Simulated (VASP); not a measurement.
Method: PBEsol GGA, VASP's PBE PAW potentials (set 64) (plane waves; VASP).

The input files of a VASP run:

INCAR:
```
! general
SYSTEM  =  C
PREC    =  Accurate
ENCUT   =  520
LREAL   =  .False.   ! projection in real space or not
LASPH   =  .True.

! electronic loop
EDIFF   =  1E-7
NELM    =  100
ALGO    =  Normal   ! blocked Davidson

! smearing
ISMEAR  =  -5   ! tetrahedra, Bloechl

! functional
GGA     =  PS

! ions
ISIF    =  2

! output
LWAVE   =  .False.
LCHARG  =  .True.
LORBIT  =  11   ! lm-projected
NEDOS   =  601   ! DOS grid
```

POSCAR:
```
C
2.514940
  0.0000000000   0.7071069105   0.7071069105
  0.7071069105   0.0000000000   0.7071069105
  0.7071069105   0.7071069105   0.0000000000
C
2
Cart
  0.7071069105   0.7071069105   0.7071069105
  1.0606603658   1.0606603658   1.0606603658
```

KPOINTS:
```
Automatic mesh
0
gamma
 14 14 14
0 0 0
```

POTCAR, in this order: C (PBE.64 set). Program: vasp_std.

Q: What will the output report for the number of irreducible k-points (NKPTS), number of bands (NBANDS), largest plane-wave count, number of space-group operations, FFT grid (NGX, NGY, NGZ)?

A: 
```json
{
  "number of irreducible k-points (NKPTS)": "104",
  "number of bands (NBANDS)": "8",
  "largest_plane_wave_count": "316",
  "number_of_space_group_operations": "48",
  "FFT grid (NGX, NGY, NGZ)": "20 × 20 × 20"
}
```

The structure comes from a computed database's C entry (Fd-3m); how it stands against other phases isn't given here. It was relaxed first.
